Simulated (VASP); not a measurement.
Computed with PBE GGA with spin-orbit coupling, VASP's PBE PAW potentials (set 64) (plane waves; VASP).

VASP input:

File KPOINTS:
```
Automatic mesh
0
Gamma
4 4 4
0 0 0
```

INCAR:
```
ALGO = Normal
EDIFF = 1E-6
ENCUT = 300
GGA = PE
GGA_COMPAT = .FALSE.
ISIF = 2
ISMEAR = -1
LASPH = .TRUE.
LCHARG = .FALSE.
LMAXMIX = 4
LNONCOLLINEAR = .TRUE.
LORBIT = 11
LREAL = .FALSE.
LSORBIT = .TRUE.
LWAVE = .FALSE.
MAGMOM = 0.0 0.0 0.0 0.0 0.0 0.0 0.0 0.0 0.0 0.0 0.0 0.0
NELM = 100
PREC = Accurate
SIGMA = 0.1
SYSTEM = Ga
```

POSCAR:
```
Ga
4.530
  0.4988962472  -0.8454746137   0.0000000000
  0.4988962472   0.8454746137   0.0000000000
  0.0000000000   0.0000000000   1.0000000000
Ga
4
Cart
  0.4988962472   0.5835465784   0.9190000000
  0.4988962472   0.2619280353   0.4190000000
  0.4988962472  -0.2619280353   0.5810000000
  0.4988962472  -0.5835465784   0.0810000000
```

POTCAR, in this order: Ga_d (PBE.64 set). Program: vasp_ncl.

The resulting files:

### OSZICAR
```
       N       E                     dE             d eps       ncg     rms          rms(c)
DAV:   1     0.388378406558E+03    0.38838E+03   -0.17979E+04  2644   0.234E+03
DAV:   2     0.479709489424E+02   -0.34041E+03   -0.33360E+03  2652   0.551E+02
DAV:   3    -0.898369739255E+01   -0.56955E+02   -0.55448E+02  3006   0.168E+02
DAV:   4    -0.117377638278E+02   -0.27541E+01   -0.27114E+01  2942   0.411E+01
DAV:   5    -0.118242868279E+02   -0.86523E-01   -0.86169E-01  3176   0.763E+00    0.247E+00
DAV:   6    -0.117509229979E+02    0.73364E-01   -0.22729E-01  3154   0.637E+00    0.136E+00
DAV:   7    -0.117367010515E+02    0.14222E-01   -0.57183E-02  3268   0.255E+00    0.320E-01
DAV:   8    -0.117360780566E+02    0.62299E-03   -0.16792E-02  2808   0.147E+00    0.699E-02
DAV:   9    -0.117362200064E+02   -0.14195E-03   -0.12947E-03  3204   0.378E-01    0.502E-02
DAV:  10    -0.117362637999E+02   -0.43794E-04   -0.18720E-04  3382   0.103E-01    0.125E-02
DAV:  11    -0.117362708728E+02   -0.70728E-05   -0.26391E-05  3140   0.474E-02    0.393E-03
DAV:  12    -0.117362706040E+02    0.26876E-06   -0.55745E-06  2822   0.276E-02
   1 F= -.11736271E+02 E0= -.11718931E+02  d E =-.346801E-01  mag=     0.0000    -0.0000     0.0000
```

**OUTCAR**
```
------------------------ aborting loop because EDIFF is reached ----------------------------------------
  FORCE on cell =-STRESS in cart. coord.  units (eV):
  Direction    XX          YY          ZZ          XY          YZ          ZX
  --------------------------------------------------------------------------------------
  Total        1.4750553      1.2123579      0.2555476      0.0000000      0.0000000      0.0000000
  in kB       30.1358516     24.7688594      5.2209187      0.0000000      0.0000000      0.0000000
  external PRESSURE =      20.0418766 kB  Pullay stress =       0.0000000 kB
  volume of cell :       78.42
      direct lattice vectors                 reciprocal lattice vectors
     2.260000000 -3.830000000  0.000000000     0.221238938 -0.130548303  0.000000000
     2.260000000  3.830000000  0.000000000     0.221238938  0.130548303  0.000000000
     0.000000000  0.000000000  4.530000000     0.000000000  0.000000000  0.220750552
 POSITION                                       TOTAL-FORCE (eV/Angst)
 -----------------------------------------------------------------------------------
      2.26000      2.64347      4.16307         0.000000     -0.250496     -0.050681
      2.26000      1.18653      1.89807         0.000000      0.250496     -0.050681
      2.26000     -1.18653      2.63193         0.000000     -0.250496      0.050681
      2.26000     -2.64347      0.36693         0.000000      0.250496      0.050681
 -----------------------------------------------------------------------------------
    total drift:                                0.000000     -0.000000      0.000000
  FREE ENERGIE OF THE ION-ELECTRON SYSTEM (eV)
  ---------------------------------------------------
  free  energy   TOTEN  =       -11.7362706040 eV

  energy  without entropy=      -11.7015904952  energy(sigma->0) =      -11.71893055

 total charge

# of ion       s       p       d       tot
------------------------------------------
    1        0.961   0.705   9.955  11.621
    2        0.961   0.705   9.955  11.621
    3        0.961   0.705   9.955  11.621
    4        0.961   0.705   9.955  11.621
--------------------------------------------------
tot          3.844   2.822  39.818  46.484

 magnetization (x)

# of ion       s       p       d       tot
------------------------------------------
    1        0.000  -0.000  -0.000   0.000
    2       -0.000   0.000   0.000  -0.000
    3       -0.000   0.000   0.000  -0.000
    4        0.000  -0.000  -0.000   0.000
--------------------------------------------------
tot          0.000   0.000   0.000   0.000

 magnetization (y)

# of ion       s       p       d       tot
------------------------------------------
    1        0.000   0.000   0.000   0.000
    2        0.000   0.000   0.000   0.000
    3        0.000   0.000   0.000   0.000
    4        0.000   0.000   0.000   0.000
--------------------------------------------------
tot          0.000   0.000   0.000   0.000

 magnetization (z)

# of ion       s       p       d       tot
------------------------------------------
    1        0.000   0.000   0.000   0.000
    2        0.000   0.000   0.000   0.000
    3        0.000   0.000   0.000   0.000
    4        0.000   0.000   0.000   0.000
--------------------------------------------------
tot          0.000   0.000   0.000   0.000

 Ion:    1  E_soc:     -0.0117340

 Ion:    2  E_soc:     -0.0117340

 Ion:    3  E_soc:     -0.0117340

 Ion:    4  E_soc:     -0.0117340
```
(Selected blocks of OUTCAR.)

At this cut-off the stress carries a Pulay error, which pulls relaxed volumes low.

The structure is a typed Ga crystal. The cell was not relaxed at this level. The k-mesh is coarse (spacing up to 0.40 per Å, 2π included), so the numbers may not be converged in it. The run is one of a series of settings (GGA_COMPAT = .FALSE., LNONCOLLINEAR = .TRUE., LSORBIT = .TRUE., MAGMOM = 0.0 0.0 0.0 0.0 0.0 0.0 0.0 0.0 0.0 0.0 0.0 0.0, program vasp_ncl against the base run), some of them coarse on purpose.
